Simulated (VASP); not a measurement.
A VASP calculation is set up with these files.

**POSCAR**
```
HgTe
1.0
  4.4478275281   0.0000000000   0.0000000000
 -2.2239137641   3.8519313656   0.0000000000
  0.0000000000   0.0000000000  10.0912493983
Hg Te
3 3
Cart
  0.7711905496   1.3357411223   0.0000000000
  2.9054464288   0.0000000000   3.3637464357
 -1.4527232144   2.5161902433   6.7275029626
  1.0012305301   1.7341820296   5.0456246992
  2.4453664674   0.0000000000   8.4093711348
  3.2251442946   2.1177493360   1.6818782635
```

**KPOINTS**
```
Automatic mesh
0
Gamma
5 5 2
0 0 0
```

### INCAR
```
! general
SYSTEM   =  HgTe
PREC     =  Accurate
ENCUT    =  400
LREAL    =  .FALSE.   ! projection in real space or not
LASPH    =  .TRUE.   ! aspherical one-centre terms

! electronic loop
EDIFF    =  1E-6   ! SCF stop (eV)
NELM     =  100   ! most electronic steps
ALGO     =  Normal   ! blocked Davidson
LMAXMIX  =  6   ! l cut-off of mixed one-centre charges

! smearing
ISMEAR   =  0   ! Gaussian
SIGMA    =  0.05

! ions
IBRION   =  2   ! conjugate gradients
NSW      =  60
ISIF     =  3   ! ions, shape and volume
EDIFFG   =  -0.02   ! ionic stop

! output
LWAVE    =  .FALSE.
LCHARG   =  .FALSE.
```

POTCAR, in this order: Hg Te (LDA.64 set). Program: vasp_std.

Question: Translate this LDA calculation to Ansatz.

Answer: One equivalent input (not run):
Ansatz 0.2 input:
```yaml
crystal:
  lattice:
    - [4.4478275, 0.0000000, 0.0000000]
    - [-2.2239138, 3.8519314, 0.0000000]
    - [0.0000000, 0.0000000, 10.0912494]
  atoms:
    - { symbol: Hg, position: [0.3467718, 0.3467718, 0.0000000] }
    - { symbol: Hg, position: [0.6532282, 0.0000000, 0.3333330] }
    - { symbol: Hg, position: [0.0000000, 0.6532282, 0.6666670] }
    - { symbol: Te, position: [0.4502110, 0.4502110, 0.5000000] }
    - { symbol: Te, position: [0.5497890, 0.0000000, 0.8333330] }
    - { symbol: Te, position: [1.0000000, 0.5497890, 0.1666670] }
kpoints:
  mp_grid: { grid: [5, 5, 2] }
hamiltonian:
  xc: lda
  pseudopotentials: { kind: paw }
scf:
  occupations: { method: gaussian, width: 0.05 }
  max_iter: 100
relax:
  max_steps: 60
  f_tol: 0.02
  cell: {}
output: { forces: true, stress: true, eigenvalues: true }
```
Limits of the translation: each code has its own PAW files, so the cut-off isn't converted (ENCUT is set for VASP's; basis.ecutwfc is left out, and Ansatz then takes the one that its files recommend); Ansatz stops its SCF on the density residual and VASP on the energy change (EDIFF); Ansatz's lda is the Perdew-Wang form, while the LDA potentials of VASP carry Perdew-Zunger's.

The structure comes from a computed database's HgTe entry (P3_121); how it stands against other phases isn't given here. This run relaxes it. Symmetry was kept, so distortions that lower it aren't found. The start is the result of an earlier pass.
